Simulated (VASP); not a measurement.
Set up this calculation in VASP 6.6.1, as the native input.

* Task: relaxation of cell and atoms
* Functional: PBE
* Potentials or basis: VASP PAW PBE potentials, release 64 (Zn, Cd, Se, S)
* Cutoff: 520 eV
* k mesh: 4 × 4 × 2
* Occupations: gaussian, width 0.15 eV
* Spin: no spin polarisation
* Further INCAR settings: PREC = Normal; ALGO = Fast; EDIFF = 0.0001; IBRION = 2; EDIFFG = -0.08; NSW = 24; ISIF = 3

The structure of ZnCd2SeS2 lies in POSCAR:

```
ZnCd2SeS2
1.0
    3.9560000000      0.0000000000      0.0000000000
   -1.9780000000      3.4259965000      0.0000000000
    0.0000000000      0.0000000000      9.6910000000
Zn Cd Se S
1 2 1 2
Direct
    0.0000000000      0.0000000000      0.0000000000
    0.3333333300      0.6666666700      0.3333300000
    0.6666666700      0.3333333300      0.6666700000
    0.3333333300      0.6666666700      0.5833300000
    0.6666666700      0.3333333300      0.9166700000
    0.0000000000      0.0000000000      0.2500000000
```

The cell was built by a generator and needn't be a form met in nature.

The input as run:

INCAR

```
ALGO = Fast ; EDIFF = 1E-4
EDIFFG = -0.08 ; ENCUT = 520
GGA = PE ; IBRION = 2
ISIF = 3 ; ISMEAR = 0
LASPH = T ; LCHARG = F
LREAL = F ; LWAVE = F
NELM = 60 ; NSW = 24
PREC = Normal ; SIGMA = 0.15
```

KPOINTS

```
k-points
0
Gamma
  4 4 2
```

Potentials or basis: VASP PAW PBE potentials, release 64 (Zn, Cd, Se, S).

Run with:

```sh
$ cat potpaw_PBE.64/Zn/POTCAR potpaw_PBE.64/Cd/POTCAR potpaw_PBE.64/Se/POTCAR potpaw_PBE.64/S/POTCAR > POTCAR
$ mpirun -np 1 vasp_std > vasp.out
```

It gave:

```yaml
Relaxed_volume: 25.33 Å³/atom
Relaxed_cell: a = 4.149 Å, b = 4.149 Å, c = 10.195 Å, α = 90.00°, β = 90.00°, γ = 120.00°
Space_group_after_relaxing_to_0.05_Å: P3m1 (No. 156)
Energy_gained_by_relaxing: 192.2 meV/atom
Ionic_steps: 8
Pressure_after_relaxing: 0.1 GPa
Largest_force_after_relaxing: 0.049 eV/Å
Band_gap_on_the_k_mesh: 0.64 eV, direct
```

Caveat: the k mesh is coarse (spacing up to 0.46 Å⁻¹), so the values aren't converged; the volume moved by over 15 % at a fixed basis, so the end points are rough; the relaxation stopped at a loose force limit of 0.08 eV/Å, so its end isn't a converged minimum.

It took 79 s on 1 thread of Intel(R) Xeon(R) Platinum 8488C (Sapphire Rapids) (shared host), peak memory 0.2 GiB.
